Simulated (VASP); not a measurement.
These are r2SCAN meta-GGA, VASP's PBE PAW potentials (set 64) (plane waves; VASP) values and carry that method's errors.

VASP input:

**POSCAR**
```
Si
1.0
  2.5290529285   0.0000000000   0.0000000000
  0.0000000000   2.5290529285   0.0000000000
  0.0000000000   0.0000000000   2.5290529285
Si
1
Cart
  0.0000000000   0.0000000000   0.0000000000
```

KPOINTS:
```
kpoints
0
G
16 16 16
0 0 0
```

**INCAR**
```
# general
SYSTEM  = Si
PREC    = Accurate
ENCUT   = 400
LREAL   = .FALSE.
LASPH   = .TRUE.

# electronic loop
EDIFF   = 1E-7
NELM    = 100
ALGO    = Normal
LMIXTAU = .TRUE.

# smearing
ISMEAR  = -5

# functional
METAGGA = R2SCAN

# ions
ISIF    = 2

# output
LWAVE   = .FALSE.
LCHARG  = .FALSE.
LORBIT  = 11
NEDOS   = 601
```

**KPOINTS_OPT**
```
k-points along high-symmetry lines
10
Line-mode
Reciprocal
  0.000000   0.000000   0.000000 ! GAMMA
  0.000000   0.500000   0.000000 ! X

  0.000000   0.500000   0.000000 ! X
  0.500000   0.500000   0.000000 ! M

  0.500000   0.500000   0.000000 ! M
  0.000000   0.000000   0.000000 ! GAMMA

  0.000000   0.000000   0.000000 ! GAMMA
  0.500000   0.500000   0.500000 ! R

  0.500000   0.500000   0.500000 ! R
  0.000000   0.500000   0.000000 ! X

  0.500000   0.500000   0.500000 ! R
  0.500000   0.500000   0.000000 ! M
```

POTCAR, in this order: Si (PBE.64 set). Program: vasp_std.

Output of the run:

**OSZICAR**
```
       N       E                     dE             d eps       ncg     rms          rms(c)
DAV:   1    -0.563717060154E+01   -0.56372E+01   -0.15053E+03  2124   0.407E+02
DAV:   2    -0.880384597429E+01   -0.31667E+01   -0.30884E+01  2778   0.390E+01
DAV:   3    -0.883346862873E+01   -0.29623E-01   -0.29546E-01  2400   0.395E+00
DAV:   4    -0.883354531737E+01   -0.76689E-04   -0.76490E-04  3060   0.195E-01
DAV:   5    -0.883354536962E+01   -0.52250E-07   -0.52174E-07  2484   0.346E-03    0.353E+00
DAV:   6    -0.822818224029E+01    0.60536E+00   -0.18903E-01  2286   0.287E+00    0.238E+00
DAV:   7    -0.892639642292E+01   -0.69821E+00   -0.13357E-01  2046   0.252E+00    0.222E-01
DAV:   8    -0.829441631842E+01    0.63198E+00   -0.75959E-02  2106   0.206E+00    0.100E-01
DAV:   9    -0.829387920834E+01    0.53711E-03   -0.22002E-03  2646   0.404E-01    0.739E-02
DAV:  10    -0.829427210729E+01   -0.39290E-03   -0.33612E-04  2274   0.146E-01    0.508E-02
DAV:  11    -0.829462151673E+01   -0.34941E-03   -0.73988E-04  2112   0.245E-01    0.127E-02
DAV:  12    -0.829463065814E+01   -0.91414E-05   -0.13977E-05  2964   0.383E-02    0.124E-02
DAV:  13    -0.829462241476E+01    0.82434E-05   -0.66966E-07  2310   0.905E-03    0.114E-02
DAV:  14    -0.829465650340E+01   -0.34089E-04   -0.90783E-06  2100   0.295E-02    0.281E-03
DAV:  15    -0.829466194363E+01   -0.54402E-05   -0.36994E-06  2172   0.179E-02    0.174E-03
DAV:  16    -0.829466223914E+01   -0.29551E-06   -0.72517E-08  1836   0.285E-03    0.152E-03
DAV:  17    -0.829466298199E+01   -0.74286E-06   -0.12527E-07  1884   0.306E-03    0.137E-04
DAV:  18    -0.829466294631E+01    0.35684E-07   -0.27802E-09  1140   0.607E-04
   1 F= -.82946629E+01 E0= -.82946629E+01  d E =0.000000E+00
       N       E                     dE             ncg
```

OUTCAR:
```
------------------------ aborting loop because EDIFF is reached ----------------------------------------
  FORCE on cell =-STRESS in cart. coord.  units (eV):
  Direction    XX          YY          ZZ          XY          YZ          ZX
  --------------------------------------------------------------------------------------
  Total       -0.0875685     -0.0875685     -0.0875685      0.0000000      0.0000000      0.0000000
  in kB       -8.6733104     -8.6733104     -8.6733104      0.0000000      0.0000000      0.0000000
  external PRESSURE =      -8.6733104 kB  Pullay stress =       0.0000000 kB
  volume of cell :       16.18
      direct lattice vectors                 reciprocal lattice vectors
     2.529052929  0.000000000  0.000000000     0.395404932  0.000000000  0.000000000
     0.000000000  2.529052929  0.000000000     0.000000000  0.395404932  0.000000000
     0.000000000  0.000000000  2.529052929     0.000000000  0.000000000  0.395404932
 POSITION                                       TOTAL-FORCE (eV/Angst)
 -----------------------------------------------------------------------------------
      0.00000      0.00000      0.00000         0.000000      0.000000      0.000000
 -----------------------------------------------------------------------------------
    total drift:                                0.000000     -0.000000     -0.000000
  FREE ENERGIE OF THE ION-ELECTRON SYSTEM (eV)
  ---------------------------------------------------
  free  energy   TOTEN  =        -8.2946629463 eV

  energy  without entropy=       -8.2946629463  energy(sigma->0) =       -8.29466295

 total charge

# of ion       s       p       d       tot
------------------------------------------
    1        0.792   0.833   0.000   1.625
```
(Selected blocks of OUTCAR.)

For a metal the tetrahedron method with Blöchl corrections gives inexact stress and forces.

The structure was generated: Si was put into the simple-cubic type (Pm-3m), which need not be its known phase. It was relaxed first.
